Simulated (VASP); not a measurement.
# Shielding tensors and field gradients of BaTiO3, part 5 of 5

Wanted: the shieldings and field gradients at the nuclei of BaTiO3. The cell has space group P4mm. The start is a cell from a database of measured crystal structures.

VASP 6.6.1, plane waves and PAW; the level of theory is named at each step.

So far. Step 2 (Ground state): The cell has a gap of 1.93 eV on this mesh and a pressure of +4.2 GPa, which holds the misfit of the given cell and coordinates with this functional, and any error of cutoff, mesh and data sets. Spin-orbit coupling is left out, which can shift or reorder these edges. Forces of up to 0.28 eV/Å remain in these settings.

The database entry behind the starting cell differs from later determinations by our own check (c/a about 0.6 % short), so it need not match the best structure at ambient conditions.

## Step 4: Another functional, PAW release LDA 64 (continued)

Level of this step: chemical shifts by linear response (GIPAW), LDA, no spin polarisation; plane waves and PAW (Ba_sv, Ti_sv, O) (VASP).

OUTCAR, selected parts (step 4):

```text
The static configuration has the point symmetry C_4v.

 Found    126 irreducible k-points:

   NELECT =      40.0000    total number of electrons

  Total       -2.7621943     -2.7621943     -2.3668851      0.0000000      0.0000000      0.0000000
  in kB      -68.8459383    -68.8459383    -58.9931078      0.0000000      0.0000000      0.0000000
  external PRESSURE =     -65.5616614 kB  Pullay stress =       0.0000000 kB

 POSITION                                       TOTAL-FORCE (eV/Angst)
 -----------------------------------------------------------------------------------
      0.00000      0.00000      0.00000        -0.000000     -0.000000      0.038865
      1.99990      1.99990      1.96882         0.000000      0.000000     -0.153691
      0.00000      1.99990      2.07731        -0.000000     -0.000000     -0.124983
      1.99990      0.00000      2.07731        -0.000000     -0.000000     -0.124983
      1.99990      1.99990      0.07634        -0.000000     -0.000000      0.364792
 -----------------------------------------------------------------------------------
    total drift:                                0.000000     -0.000000     -0.000444

 Electric field gradients after diagonalization (V/A^2)
 (convention: |V_zz| > |V_xx| > |V_yy|)
----------------------------------------------------------------------
 ion       V_xx      V_yy      V_zz     asymmetry (V_yy - V_xx)/ V_zz
----------------------------------------------------------------------
   1       1.249     1.249    -2.498       0.000
   2       0.232     0.232    -0.463       0.000
   3     -11.997   -11.375    23.372       0.027
   4     -11.997   -11.375    23.372       0.027
   5      -7.862    -7.862    15.724       0.000
----------------------------------------------------------------------

  ORBITAL MAGNETIC SUSCEPTIBILITY, excluding core contribution
 -------------------------------------------------------------
  Approximate magnetic susceptibility, pGv (10^-6 cm^3/mole)
     1        -37.128452          0.000000         -0.000000
     2          0.000000        -37.128452          0.000000
     3          0.000000          0.000000        -37.059891
 -------------------------------------------------------------
  Approximate magnetic susceptibility, vGv (10^-6 cm^3/mole)
     1        -26.427214          0.000000          0.000000
     2          0.000000        -26.427214          0.000000
     3          0.000000          0.000000        -26.086673

  BDIR labels direction of applied magnetic field (i.e. B0)
  For BDIR==1, B0 along x-axis, etc.
  Induced field listed along cartesian directions for each BDIR
 ------------------------------------------------------------------------------------------
                 EXCLUDING G=0 CONTRIBUTION              INCLUDING G=0 CONTRIBUTION
 ------------------------------------------------------------------------------------------
  ion  BDIR            X           Y           Z                X           Y           Z
          (   iso_shield        span        skew ) (   iso_shield        span        skew )
 ------------------------------------------------------------------------------------------
    1     1    4647.9278     -0.0000      0.0000        4658.5143     -0.0000      0.0000
          2       0.0000   4647.9278      0.0000           0.0000   4658.5143      0.0000
          3       0.0000      0.0000   4661.0188           0.0000      0.0000   4671.5904
          (    4652.2915     13.0909      1.0000 ) (    4662.8730     13.0761      1.0000 )

    2     1    -381.5100      0.0000      0.0000        -370.9235      0.0000      0.0000
          2       0.0000   -381.5100      0.0000           0.0000   -370.9235      0.0000
          3       0.0000      0.0000   -341.5209           0.0000      0.0000   -330.9493
          (    -368.1803     39.9890      1.0000 ) (    -357.5987     39.9742      1.0000 )

    3     1     -53.3844     -0.0000      0.0000         -42.7979     -0.0000      0.0000
          2       0.0000   -517.5489     -0.0000           0.0000   -506.9624     -0.0000
          3       0.0000      0.0000   -561.1956           0.0000      0.0000   -550.6239
          (    -377.3763    507.8112      0.8281 ) (    -366.7947    507.8261      0.8280 )

    4     1    -517.5489      0.0000      0.0000        -506.9624      0.0000      0.0000
          2       0.0000    -53.3844     -0.0000           0.0000    -42.7979     -0.0000
          3       0.0000      0.0000   -561.1956           0.0000      0.0000   -550.6239
          (    -377.3763    507.8112      0.8281 ) (    -366.7947    507.8261      0.8280 )

    5     1    -579.1675      0.0000      0.0000        -568.5810      0.0000      0.0000
          2       0.0000   -579.1675     -0.0000           0.0000   -568.5810     -0.0000
          3      -0.0000      0.0000    -32.4709          -0.0000      0.0000    -21.8992
          (    -396.9353    546.6967      1.0000 ) (    -386.3538    546.6818      1.0000 )
 ------------------------------------------------------------------------------------------

[... 9 parts as in an earlier step ...]

[... 1 further part left out ...]
```

This step gave:

```yaml
free_energy_toten: -44.12 eV
fermi_energy: 3.759 eV
pressure: -6.556 GPa
gap_on_the_k_mesh: 1.682 eV
least_direct_gap_on_the_k_mesh: 1.973 eV
```

Valence and core; the G = 0 term is that of a spherical sample. NMR shielding, by row:

```csv
atom,isotropic shielding (ppm),span (ppm),skew,isotropic shielding without the G = 0 term (ppm)
Ba1,4663,13.08,1,4652
Ti2,-357.6,39.97,1,-368.2
O3,-366.8,507.8,0.828,-377.4
O4,-366.8,507.8,0.828,-377.4
O5,-386.4,546.7,1,-396.9
```

Ordered as |Vzz| ≥ |Vxx| ≥ |Vyy|, the program's way. Electric field gradients, by row:

```csv
atom,Vxx (V/Å²),Vyy (V/Å²),Vzz (V/Å²),asymmetry
Ba1,1.249,1.249,-2.498,0
Ti2,0.232,0.232,-0.463,0
O3,-12,-11.38,23.37,0.027
O4,-12,-11.38,23.37,0.027
O5,-7.862,-7.862,15.72,0
```

Against the first shielding run the largest change is -115.8 ppm, on Ba1.

## Step 5: Summary

This step: chemical shifts by linear response (GIPAW), PBE, LDA; plane waves and PAW (VASP 6.6.1).

No new run; the numbers come from the runs before.

Isotropic shieldings. Cost is wall time times ranks on a shared host. Shieldings by setting:

```csv
run,ENCUT (eV),k mesh,"Ba1, Wyckoff letter a (ppm)","Ti2, Wyckoff letter b (ppm)","O3, Wyckoff letter c (ppm)","O5, Wyckoff letter b (ppm)",cost (core minutes)
first shielding run,560,10x10x10,4779,-313.4,-340.1,-360.4,65.34
another functional,560,10x10x10,4663,-357.6,-366.8,-386.4,45.94
```

## Step 6: Outcome

```yaml
ba_isotropic_shielding: 4778.7 ppm
ti_isotropic_shielding: -313.4 ppm
o_isotropic_shielding: -360.4, -340.1 ppm
```

**Reading.** At PBE, in the first shielding run, the isotropic shieldings are Ba 4778.7 ppm; Ti -313.4 ppm; O -360.4, -340.1 ppm. In the first shielding run the widest tensor is that of O5, with a span (largest less smallest principal value) of 543 ppm. The largest field gradient of that run is Vzz = 26.4 V/Å² at O3. Against the first shielding run, the one with another functional moves the shieldings by at most 116 ppm. Shifts were not obtained, since a shift is the shielding of a reference compound, computed alike, less these values; differences between sites of one element need no reference, and the more shielded site has the lower shift. The G = 0 term is the part set by the sample's shape, taken here for a sphere. Spin-orbit effects on the shifts of and near heavy atoms are left out. No finer mesh was run, so convergence in it isn't shown. VASP's guide advises LASPH and NLSPLINE for shieldings, which this input doesn't set; the effect wasn't tested. The cell has space group P4mm. The given cell is kept, although it stands at +4.2 GPa at PBE and ENCUT = 560 eV, which holds the mismatch of the given cell with this functional, any error of the entry itself and any basis-set error. The atoms weren't relaxed and carry forces of up to 0.27 eV/Å at PBE in the first shielding run, so the numbers belong to the given coordinates, and a relaxation would change them.

[Lines on the potential files, build, host, timing and source positions are cut from VASP's logs without a mark.]

[Logs are printed without paths, hosts, clocks, repeated set-up lines and the standing remarks that a program may print on its own settings, such as how far it seeks lower states.]

[Hosts, paths, dates, database ids (printed as entryN), source tags and the programs' standing remarks are cut or masked in the printed files.]
